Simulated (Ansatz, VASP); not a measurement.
# One calculation of TePt2Se, two programs

```
CELL_PARAMETERS angstrom
4.14298 0.00000 0.00000
-2.07149 3.58793 0.00000
0.00000 0.00000 5.58201
ATOMIC_POSITIONS crystal
Te 0.33333 0.66667 0.50000
Pt 0.66667 0.33333 0.75439
Pt 0.66667 0.33333 0.24561
Se 0.00000 0.00000 0.00000
```

The cell comes from a database or a generator and needn't be the stable form of this composition.

Alike in both runs: task relaxation of cell and atoms; functional PBE; k mesh 12 × 12 × 8; occupations gaussian, width 0.1 eV; no spin polarisation.

```csv
,VASP,Ansatz
version,VASP 6.6.1,Ansatz 0.2.0
potentials or method,"VASP PAW PBE potentials, release 64 (Te, Pt, Se)","scalar-relativistic, plane waves, PAW"
plane-wave cutoff (eV),600,420
valence electrons in the cell,32,68
```

VASP gave:

```
gap on the k mesh at the Fermi level, each at its own relaxed structure (eV) : none
relaxed volume (Å³/atom)                                                     : 20.74
relaxed cell length with the largest relative difference (Å)                 : 4.143
```

Task: Estimate Ansatz's values.

Result: gap on the k mesh at the Fermi level, each at its own relaxed structure (eV): none; relaxed volume (Å³/atom): 20.77; relaxed cell length with the largest relative difference (Å): 4.146.

A gap of «none» marks a metal or a gap that the smearing closes. The two sets of potentials don't hold the same shells in valence.

The runs have no spin-orbit coupling, so splittings on Pt, Te are missing.
